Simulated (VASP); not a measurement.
```
CELL_PARAMETERS angstrom
      1.37128    -2.37513     0.00000
      1.37128     2.37513     0.00000
      0.00000     0.00000     4.43796
ATOMIC_POSITIONS crystal
  Re 0.33333 0.66667 0.25000
  Re 0.66667 0.33333 0.75000
```

Calculation: AM05 GGA, VASP's PBE PAW potentials (set 64) (plane waves; VASP). Settings: 520 eV cut-off, 17×17×9 Γ-centred mesh, tetrahedra with Blöchl corrections, potentials Re.

Unless said otherwise, spin-orbit coupling is left out, though it shifts the bands of the heavy elements here.

Estimate the energy per atom (σ→0), band gap (on the k-mesh) with the smallest direct gap where there is one.

| Item | Result |
|---|---|
| band gap (on the k-mesh) | none (metal, semimetal or under 0.01 eV) |
| energy per atom (σ→0) | -13.140 eV/atom |

The compound is Re in the hcp structure. It was relaxed first.
